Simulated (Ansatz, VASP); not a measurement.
# Cross-check of In3P between VASP and Ansatz

Wanted: the spread between two codes on one cell, functional and k mesh. The cell is generated by rule, not measured, and may not be a known phase. The cell is taken from a series of runs on this material, whose earlier steps may have relaxed, scaled, displaced or heated it; both programs get it as it stands.

Method: plane waves, with VASP 6.6.1 beside it; PBE, in Ansatz 0.2.0.

**1. Set-up**

Symmetry: Fm-3m, No. 225, cubic system. The conventional cell has a = 7.344 Å, b = 7.344 Å, c = 7.344 Å, α = 90.00°, β = 90.00°, γ = 90.00°. Nearest to P lie 8 In at 3.18 Å. Nearest to In lie 4 P at 3.18 Å and 4 In at 3.18 Å. Nearest to In lie 8 In at 3.18 Å. Farther neighbours are not listed.

**2. VASP: relaxation of cell and atoms, PBE**

The relaxed volume is the usual yardstick between codes: in a stiff, nearly cubic crystal its relative difference is about their pressure difference at one cell divided by the bulk modulus.

Lines of VASP's logs that name or quote its potential files are left out, and so is its time.

INCAR reads:

```
SYSTEM = In3P
PREC = Accurate
ENCUT = 500
EDIFF = 1E-07
NELM = 120
ISMEAR = 1
SIGMA = 0.2
LREAL = .FALSE.
ALGO = Normal
GGA = PE
NBANDS = 28
LORBIT = 11
LWAVE = .FALSE.
LCHARG = .FALSE.
ISIF = 3
IBRION = 2
NSW = 80
EDIFFG = -0.005
LASPH = .TRUE.
GGA_COMPAT = .FALSE.
NELMIN = 4
KPAR = 2
```

POSCAR reads:

```
In3P
1.0
    0.0000000000      3.6722120000      3.6722120000
    3.6722120000      0.0000000000      3.6722120000
    3.6722120000      3.6722120000      0.0000000000
P In
1 3
Direct
    0.0000000000      0.0000000000      0.0000000000
    0.2500000000      0.2500000000      0.2500000000
    0.7500000000      0.7500000000      0.7500000000
    0.5000000000      0.5000000000      0.5000000000
```

KPOINTS reads:

```
Automatic mesh
0
Gamma
12 12 12
0 0 0
```

The projector-augmented-wave data sets are P and In_d (PBE family, release 64).

Started as:

```sh
mpirun -np 2 vasp_std
```

Numbers of over 12 decimals in the logs are rounded to 6 here.

Log:

```text
[banner, memory and clock lines left out]
running    2 mpi-ranks, on    1 nodes
 distrk:  each k-point on    1 cores,    2 groups
 distr:  one band on    1 cores,    1 groups

 POSCAR found type information on POSCAR P In
 POSCAR found :  2 types and       4 ions
 LDA part: xc-table for (Slater+PW92), standard interpolation
 POSCAR, INCAR and KPOINTS ok, starting setup
 FFT: planning ... GRIDC
 FFT: planning ... GRID_SOFT
 FFT: planning ... GRID
 WAVECAR not read
 entering main loop
       N       E                     dE             d eps       ncg     rms          rms(c)
DAV:   1     0.384512095656E+03    0.38451E+03   -0.20912E+04  4032   0.199E+03
DAV:   2     0.241574234315E+02   -0.36035E+03   -0.35490E+03  4036   0.454E+02
DAV:   3    -0.109278090666E+02   -0.35085E+02   -0.34302E+02  4912   0.163E+02
DAV:   4    -0.123703325381E+02   -0.14425E+01   -0.14333E+01  4740   0.342E+01
DAV:   5    -0.124299187143E+02   -0.59586E-01   -0.59567E-01  5512   0.596E+00    0.474E+00
DAV:   6    -0.121244963696E+02    0.30542E+00   -0.17045E+00  5672   0.909E+00    0.272E+00
DAV:   7    -0.121163526152E+02    0.81438E-02   -0.15890E-01  4620   0.402E+00    0.130E+00
DAV:   8    -0.121108553167E+02    0.54973E-02   -0.30432E-02  4732   0.133E+00    0.258E-01
DAV:   9    -0.121099207326E+02    0.93458E-03   -0.51387E-03  5380   0.422E-01    0.131E-01
DAV:  10    -0.121099182070E+02    0.25256E-05   -0.57269E-04  4896   0.245E-01    0.505E-02
DAV:  11    -0.121099284742E+02   -0.10267E-04   -0.73197E-05  4920   0.890E-02    0.225E-02
DAV:  12    -0.121099278408E+02    0.63344E-06   -0.70332E-06  5328   0.330E-02    0.339E-03
DAV:  13    -0.121099281033E+02   -0.26255E-06   -0.75595E-07  4716   0.864E-03    0.189E-03
DAV:  14    -0.121099279806E+02    0.12272E-06   -0.40665E-08  2584   0.580E-03    0.490E-04
DAV:  15    -0.121099279540E+02    0.26643E-07   -0.20259E-08  2532   0.270E-03
   1 F= -.12109928E+02 E0= -.12107530E+02  d E =-.121099E+02
 curvature:   0.00 expect dE= 0.000E+00 dE for cont linesearch  0.000E+00
 trial: gam= 0.00000 g(F)=  0.111E-48 g(S)=  0.163E-02 ort = 0.000E+00 (trialstep = 0.100E+01)
 search vector abs. value=  0.163E-02
 bond charge predicted
       N       E                     dE             d eps       ncg     rms          rms(c)
DAV:   1    -0.121386573617E+02   -0.28729E-01   -0.73549E-01  5132   0.125E+01    0.106E+00
DAV:   2    -0.121143167903E+02    0.24341E-01   -0.57055E-02  5120   0.376E+00    0.348E-01
DAV:   3    -0.121109780717E+02    0.33387E-02   -0.12132E-02  5728   0.161E+00    0.176E-01
DAV:   4    -0.121108707099E+02    0.10736E-03   -0.53351E-04  4140   0.171E-01    0.254E-02
DAV:   5    -0.121108675022E+02    0.32077E-05   -0.49059E-05  6124   0.917E-02    0.208E-02
DAV:   6    -0.121108726003E+02   -0.50981E-05   -0.57294E-06  4636   0.198E-02    0.771E-03
DAV:   7    -0.121108734710E+02   -0.87071E-06   -0.48357E-07  3880   0.966E-03    0.194E-03
DAV:   8    -0.121108741968E+02   -0.72579E-06   -0.18003E-07  2516   0.386E-03    0.787E-04
DAV:   9    -0.121108742621E+02   -0.65316E-07   -0.50404E-08  2268   0.391E-03
   2 F= -.12110874E+02 E0= -.12108474E+02  d E =-.946308E-03
 trial-energy change:   -0.000946  1 .order   -0.000945   -0.001633   -0.000257
 step:   1.1872(harm=  1.1872)  dis= 0.00000  next Energy=   -12.110897 (dE=-0.969E-03)
 bond charge predicted
       N       E                     dE             d eps       ncg     rms          rms(c)
DAV:   1    -0.121118690468E+02   -0.99485E-03   -0.25954E-02  5136   0.237E+00    0.197E-01
DAV:   2    -0.121110096938E+02    0.85935E-03   -0.19767E-03  5132   0.699E-01    0.656E-02
DAV:   3    -0.121108927242E+02    0.11697E-03   -0.43646E-04  5732   0.306E-01    0.316E-02
DAV:   4    -0.121108951359E+02   -0.24117E-05   -0.17457E-05  4140   0.330E-02    0.568E-03
DAV:   5    -0.121108958631E+02   -0.72723E-06   -0.16198E-06  5836   0.170E-02    0.402E-03
DAV:   6    -0.121108966311E+02   -0.76801E-06   -0.21359E-07  3288   0.348E-03    0.133E-03
DAV:   7    -0.121108967416E+02   -0.11047E-06   -0.21384E-08  2168   0.272E-03    0.325E-04
DAV:   8    -0.121108968543E+02   -0.11269E-06   -0.12732E-08  2136   0.155E-03    0.138E-04
DAV:   9    -0.121108968684E+02   -0.14104E-07   -0.53344E-09  2104   0.116E-03
   3 F= -.12110897E+02 E0= -.12108498E+02  d E =-.968914E-03
 curvature:  -0.59 expect dE=-0.588E-07 dE for cont linesearch -0.588E-07
 trial: gam= 0.00000 g(F)=  0.141E-48 g(S)=  0.991E-07 ort =-0.127E-04 (trialstep = 0.104E+01)
 search vector abs. value=  0.992E-07
 reached required accuracy - stopping structural energy minimisation
```

From OUTCAR (step 2):

```text
ion  position               nearest neighbor table
   1  0.000  0.000  0.000-   3 3.18   3 3.18   3 3.18   2 3.18   3 3.18   2 3.18   2 3.18   2 3.18

  LATTYP: Found a face centered cubic cell.
 ALAT       =     7.3444240000

 Subroutine GETGRP returns: Found 48 space group operations
 (whereof 48 operations were pure point group operations)

The static configuration has the point symmetry O_h .

 Found     72 irreducible k-points:

   k-points           NKPTS =     72   k-points in BZ     NKDIM =     72   number of bands    NBANDS=     28

   dimension x,y,z NGX =    40 NGY =   40 NGZ =   40
   dimension x,y,z NGXF=    80 NGYF=   80 NGZF=   80

   ENCUT  =  500.0 eV  36.75 Ry    6.06 a.u.   9.47  9.47  9.47*2*pi/ulx,y,z

   NELECT =      44.0000    total number of electrons

 k-points in reciprocal lattice and weights: Automatic mesh
   0.00000000  0.00000000  0.00000000       0.001
   0.08333333  0.00000000  0.00000000       0.005
   0.16666667  0.00000000  0.00000000       0.005
   0.25000000  0.00000000  0.00000000       0.005
   0.33333333  0.00000000  0.00000000       0.005
   0.41666667  0.00000000  0.00000000       0.005
   0.50000000  0.00000000  0.00000000       0.002
   0.08333333  0.08333333  0.00000000       0.003
   0.16666667  0.08333333  0.00000000       0.014
[...]
-0.33333333  0.50000000  0.16666667       0.007
  -0.25000000  0.50000000  0.25000000       0.003

 average (electrostatic) potential at core
       1 -81.7462       2 -94.1464       3 -94.1464       4 -94.3083

 E-fermi :   7.1926

 k-point     1 :       0.0000    0.0000    0.0000
  band No.  band energies     occupation
    ...
     20       5.3605      2.00000
     21       5.3605      2.00000
     22       7.2085      0.86554
     23       7.2085      0.86554
     24       7.2085      0.86554
     25       7.7117     -0.00149
     26       8.2474     -0.00000
     27       8.2474     -0.00000
     28       8.2474     -0.00000

 k-point     2 :       0.0833    0.0000    0.0000
  band No.  band energies     occupation
    ...
     20       5.2959      2.00000
     21       5.4508      2.00000
     22       6.9068      2.06135
     23       7.2539      0.50682
     24       7.2539      0.50682
     25       7.8528     -0.00003
     26       8.2316     -0.00000
     27       8.2316     -0.00000
     28       9.1883     -0.00000

 k-point     3 :       0.1667    0.0000    0.0000
  band No.  band energies     occupation
    ...
     20       5.1558      2.00000
     21       5.7632      2.00000
     22       6.1907      2.00000
     23       7.1857      1.05759
     24       7.1857      1.05759
     25       8.4138     -0.00000
     26       8.4138     -0.00000
     27       8.8924     -0.00000
     28      10.5589     -0.00000

  Total        0.0016553      0.0016553      0.0016553      0.0000000      0.0000000      0.0000000
  in kB        0.0270231      0.0270231      0.0270231      0.0000000      0.0000000      0.0000000
  external PRESSURE =       0.0270231 kB  Pullay stress =       0.0000000 kB

  energy-cutoff  :      500.00
  volume of cell :       98.14
      direct lattice vectors                 reciprocal lattice vectors
     0.000000000  3.661042757  3.661042757    -0.136573111  0.136573111  0.136573111
     3.661042757 -0.000000000  3.661042757     0.136573111 -0.136573111  0.136573111
     3.661042757  3.661042757  0.000000000     0.136573111  0.136573111 -0.136573111

 POSITION                                       TOTAL-FORCE (eV/Angst)
 -----------------------------------------------------------------------------------
      0.00000      0.00000      0.00000        -0.000000      0.000000      0.000000
      1.83052      1.83052      1.83052        -0.000000     -0.000000     -0.000000
      5.49156      5.49156      5.49156         0.000000     -0.000000      0.000000
      3.66104      3.66104      3.66104        -0.000000      0.000000      0.000000
 -----------------------------------------------------------------------------------
    total drift:                               -0.000000     -0.000000      0.000000

  FREE ENERGIE OF THE ION-ELECTRON SYSTEM (eV)
  ---------------------------------------------------
  free  energy   TOTEN  =       -12.1108968684 eV

  energy  without entropy=      -12.1036996200  energy(sigma->0) =      -12.10849779

 reached required accuracy - stopping structural energy minimisation

 total charge
# of ion       s       p       d       tot
------------------------------------------
    1        1.138   1.217   0.000   2.356
    2        1.009   0.437   9.859  11.305
    3        1.009   0.437   9.859  11.305
    4        1.033   0.468   9.851  11.353
--------------------------------------------------
tot          4.189   2.560  29.570  36.319

[... 3 further parts left out ...]
```

The run keeps the 48 symmetry operations of its start, so it cannot find a distortion of lower symmetry.

**3. Ansatz: relaxation of cell and atoms, PBE**

Ansatz runs on its default PAW (the set named soft_2) files.

The same cell, functional, mesh and smearing now go to Ansatz, which takes its cutoff from its data sets.

input.yaml reads:

```yaml
crystal:
  lattice:
    - [0.0, 3.6722119365, 3.6722119365]
    - [3.6722119365, 0.0, 3.6722119365]
    - [3.6722119365, 3.6722119365, 0.0]
  atoms:
    - { symbol: P, position: [0.0, 0.0, 0.0] }
    - { symbol: In, position: [0.25, 0.25, 0.25] }
    - { symbol: In, position: [0.75, 0.75, 0.75] }
    - { symbol: In, position: [0.5, 0.5, 0.5] }
kpoints:
  mp_grid: { grid: [12, 12, 12] }
hamiltonian:
  xc: pbe
scf:
  occupations: { method: methfessel_paxton, width: 0.2 }
output:
  forces: true
  stress: true
  eigenvalues: true
relax:
  adjacent_minimum: "off"
  f_tol: 0.001
  max_steps: 60
  cell: { stress_tol: 0.01 }
```

Started as:

```sh
ansatz run input.yaml --threads 4 --pin off --max-ram 7168MiB --backend cpu --events-out ev --progress --plain --runs-dir out
```

Log:

```text
Engine: ansatz 0.2.0, aarch64-unknown-linux-gnu
Pseudopotentials: kind: paw
Pseudopotential: P, paw, valence charge 5, recommended cutoff 420 eV (normal), P.paw.azcp
Pseudopotential: In, paw, valence charge 13, recommended cutoff 420 eV (normal), In.paw.azcp
Functional definition: PBE
  parameter kappa = 0.804
  parameter beta = 0.066725
  exchange = pbe_x(kappa = kappa, mu = beta*pi^2/3)
  correlation = pbe_c(beta = beta)
Crystal: 4 atoms, lattice volume = 99.041 Å³
Basis set: ecut = 420 eV, 1917 PW (Γ), exchange–correlation on 72×72×72 points (8 copies of the dense FFT grid, shifted against one another)
Bands: 27, of which v1, the nominal top of the filled ones, is band 22 counted from 1 (21 counted from 0)
Symmetry: 48 space group operations
Space group: Fm-3m (ITA 225), of the structure as read, at distance tolerance 4.6e-5 Å
k-points: 72 of 1728
Non-local potential: P, projectors of the file, l = 0: 2, l = 1: 2, l = 2: 2
Non-local potential: In, projectors of the file, l = 0: 2, l = 1: 2, l = 2: 2, l = 3: 2
PAW form: soft (Blöchl's): semilocal exchange-correlation on the pseudo side does not see the compensation charge
PAW one-centre angular grid: P, 110 points (default); XC on 64 Gauss nodes
PAW one-centre angular grid: In, 590 points (default); XC on 64 Gauss nodes
Initial density: superposition of atomic densities (neutral atoms: chi_scale 0, normalization atom), corrected by the library's trained network
Initial wavefunctions: pseudopotential atomic-orbital guess
Functional: x = pbe(κ = 0.804, μ = 0.219515), c = pbe(β = 0.066725)
SCF iter   1: F=—  HF=-17548.285262 eV  |F-HF|=—  |Δ(HF+E_count)|=         —  Δρ=1.34e-3  dr2=3.35e-3  ethr=1.77e-3  ⟨swp⟩=6.8  Hψ=8830  notcnv=0
preconditioner: auto → Kerker (q_TF=auto, 2.383 Å⁻¹)  [metal: Δε(μ)=0.013 eV  Ē_g=13.634 eV  σ=0.200 eV  W_gap=0.05  n_scr=14 (ndim 8)  ℏωp=24.8 eV  f_vac=0.000  D(μ)=3.11/eV (n_scr^D=14)]
SCF iter   2: F=—  HF=-17548.281208 eV  |F-HF|=—  |Δ(HF+E_count)|=   4.05e-3  S|Δr|=    0.00e0  Δρ=5.85e-4  dr2=6.57e-4  ethr=7.62e-6  ⟨swp⟩=2.5  Hψ=4209  notcnv=0
SCF iter   3: F=—  HF=-17548.281156 eV  |F-HF|=—  |Δ(HF+E_count)|=   5.18e-5  S|Δr|=    0.00e0  Δρ=2.52e-4  dr2=9.45e-5  ethr=1.49e-6  ⟨swp⟩=2.8  Hψ=3621  notcnv=0
SCF iter   4: F=—  HF=-17548.281154 eV  |F-HF|=—  |Δ(HF+E_count)|=   2.19e-6  S|Δr|=    0.00e0  Δρ=1.23e-4  dr2=2.24e-5  ethr=2.15e-7  ⟨swp⟩=1.7  Hψ=2071  notcnv=0
SCF iter   5: F=—  HF=-17548.281149 eV  |F-HF|=—  |Δ(HF+E_count)|=   5.11e-6  S|Δr|=    0.00e0  Δρ=2.47e-5  dr2=4.16e-7  ethr=5.10e-8  ⟨swp⟩=3.0  Hψ=3906  notcnv=0
SCF iter   6: F=-17548.281149 eV  HF=-17548.281149 eV  |F-HF|=1.14e-8  |Δ(HF+E_count)|=   6.80e-8  S|Δr|=    0.00e0  Δρ=5.70e-6  dr2=1.88e-8  ethr=2.27e-10  ⟨swp⟩=8.4  Hψ=9280  notcnv=0
SCF 1 converged in 6 iterations: F = -17548.281149 eV  dr2 = 1.88e-8
  greatest PAW one-centre occupation: 0.982 electrons in one spin orbital (limit 2), on the In atom at site 3 (counted from 0), in its partial waves of l = 2
relax step   1: F+E_penalty+E_count = -17548.28114912 eV  Δ(F+E_penalty+E_count) = +0.000e0 eV  max|allowed force component| = 3.469e-18 eV/Å  Δτ_max = 0.0000 Å  P = -0.320 GPa  Ω = 99.041 Å³  (6 SCF iters, dr2 threshold 1.00e-7 eV, accepted)
[...]
relax step   2: F+E_penalty+E_count = -17548.28217157 eV  Δ(F+E_penalty+E_count) = -1.022e-3 eV  max|allowed force component| = 7.170e-17 eV/Å  Δτ_max = 0.0000 Å  P = -0.022 GPa  Ω = 98.266 Å³  energy of the carried Pulay correction = +1.902e-4 eV  (4 SCF iters, dr2 threshold 2.55e-7 eV, accepted)
[...]
relax step   3: F+E_penalty+E_count = -17548.28218970 eV  Δ(F+E_penalty+E_count) = -1.813e-5 eV  max|allowed force component| = 1.712e-16 eV/Å  Δτ_max = 0.0000 Å  P = +0.000 GPa  Ω = 98.208 Å³  energy of the carried Pulay correction = +2.044e-4 eV  (4 SCF iters, dr2 threshold 1.24e-9 eV, accepted)
[...]
relax step   4: F+E_penalty+E_count = -17548.28198137 eV  Δ(F+E_penalty+E_count) = +2.083e-4 eV  max|allowed force component| = 1.874e-16 eV/Å  Δτ_max = 0.0000 Å  P = +0.000 GPa  Ω = 98.208 Å³  stress off target by 3.96e-4 GPa  SCF on the basis re-selected at this cell (its energy is not comparable with the rows above)  (7 SCF iters)
basis re-selected at this cell: Δ(F+E_penalty+E_count) = +2.083e-4 eV, ΔP = -0.000 GPa vs the last step (what re-selecting the basis moved, of the pressure what is left beyond the Pulay correction that the steps carried, after the strain that the cell walked since its last selection, with what the two solves' SCF thresholds leave and, on support functions, any second-order correction that the steps lacked; it is no m [...]
SCF converged after 7 iterations
Stability not checked: this state was not tested for a lower state beside it, because cold or Methfessel-Paxton smearing, or corrected tetrahedra, fill the levels in a way that the test cannot read (fill_not_monotonic; see scf.lower_state_search)
Free energy (F): -17548.281981 eV
Harris-Foulkes:  -17548.281981 eV  (|F-HF|=7.28e-12)
Internal energy: -17548.274783 eV  (E = F + TS)
E sigma→0 (E₀):  -17548.280182 eV
Entropy (-TS):   -0.007198 eV (-1.800 meV/atom)
Fermi energy:    9.577816 eV
--- Per-component energies (eV) ---
  E_band       = -77.715822
  E_kinetic    = 789.354851
  E_local      = -3462.339804  (includes V_loc(G=0)·N_el)
  E_nonlocal   = 1132.335727
  E_hartree    = 1362.132452
  E_xc         = -707.698064
  E_vxc        = -358.297180  (∫ρ·V_xc dr)
  E_paw        = -13024.927101  (= ΣΔE_a)
  E_vpaw       = -903.034418  (= ΣTr[D̂ρ^β])
  E_aug_tail   = 0.000080  (compensation charges beyond the density's cutoff)
  E_ewald      = -3637.132923
  E_smearing   = -0.007198  (= −TS)
  E_closure    = -0.000000  (closes the sum)
  Σ components = -17548.281981   (vs F -17548.281981, Δ=0.00e0)
--- Forces (eV/Å), atoms counted from 1 ---
  atom   1  P     -0.00000000     0.00000000     0.00000000
  atom   2  In     0.00000000    -0.00000000    -0.00000000
  atom   3  In    -0.00000000    -0.00000000    -0.00000000
  atom   4  In     0.00000000    -0.00000000     0.00000000
  max |Σ_I F_I| component: 2.78e-17 eV/Å
--- Stress (GPa, compression-positive) ---
        0.000396      -0.000000      -0.000000
        0.000000       0.000396       0.000000
       -0.000000       0.000000       0.000396
  P = ⅓ Tr σ = 0.0004 GPa (0.004 kbar)
--- Band table (eV; the first three rows and the last of 72) ---
  k-point 0: bands = [... 18 lower, 7.7471, 7.7471, 7.7471, 9.5944, 9.5944, 9.5944, 10.0934, 10.6326, ... 1 higher]
  k-point 1: bands = [... 18 lower, 7.6825, 7.6825, 7.8364, 9.2908, 9.6398, 9.6398, 10.2372, 10.6168, ... 1 higher]
  k-point 2: bands = [... 18 lower, 7.5426, 7.5426, 8.1487, 8.5748, 9.5716, 9.5716, 10.7987, 10.7987, ... 1 higher]
  k-point 71: bands = [... 18 lower, 3.4849, 8.1086, 8.3037, 9.0386, 9.0386, 12.0515, 12.0515, 14.5859, ... 1 higher]
--- Relaxed structure (3 steps of the walk, 3 accepted, 1 SCFs on fresh bases) ---
  F+E_penalty+E_count = -17548.28198137 eV   max|allowed force component| = 1.874e-16 eV/Å   (the final SCF, on the basis selected at the relaxed cell)
  cell:  # Å, volume = 98.2079 Å³
    - [0, 3.661891, 3.661891]
    - [3.661891, 0, 3.661891]
    - [3.661891, 3.661891, 0]
  atoms:
    - { symbol: P, position: [0, 0, 0] }
    - { symbol: In, position: [0.250000, 0.250000, 0.250000] }
    - { symbol: In, position: [0.750000, 0.750000, 0.750000] }
    - { symbol: In, position: [0.500000, 0.500000, 0.500000] }
```

**4. Comparison**

Known differences besides the potentials themselves: the cutoff is 420 eV in Ansatz and 500 eV in VASP; Ansatz adds a Pulay correction to the stress that steers its cell, VASP none. Total energies have different zeros and are not compared.

The two programs side by side:

| quantity | Ansatz | VASP | difference |
| --- | --- | --- | --- |
| volume (Å³) | 98.21 | 98.14 | +0.07 % |
| edge a after relaxation, in the typed setting (Å) | 5.179 | 5.178 | +0.02 % |

(Continued in part 2 of 2.)

[Lines on the potential files, build, host, timing and source positions are cut from VASP's logs without a mark.]

[Logs are printed without paths, hosts, clocks, repeated set-up lines and the standing remarks that a program may print on its own settings, such as how far it seeks lower states.]

[Hosts, paths, dates, database ids (printed as entryN), source tags and the programs' standing remarks are cut or masked in the printed files.]
